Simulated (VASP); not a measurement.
Energy against volume of BAs (zinc blende). Level of theory: HSEsol screened hybrid, VASP's PBE PAW potentials (set 64) (plane waves; VASP). Run with 520 eV cut-off, 8×8×8 Γ-centred mesh, Gaussian smearing of 0.050 eV, potentials B As.

| V (Å³/atom) | E (eV/atom) |
|---|---|
| 12.710 | -6.89322 |
| 13.129 | -6.90818 |
| 13.547 | -6.90948 |
| 13.966 | -6.89900 |

Q: Fit these four points and predict the energy of the run at 14.385 Å³/atom.

A: A cubic in V^(−2/3), the third-order Birch-Murnaghan form, passes through the four points with V0 = 13.38 Å³/atom and B0 = 153 GPa, and gives -6.8783 eV/atom there. The run gave -6.8785 eV/atom, -0.2 meV/atom from the fit; all five points give B0 = 152 GPa.

The compound is BAs in the zinc blende structure. It was relaxed first. The cell's shape comes from a PBE relaxation.
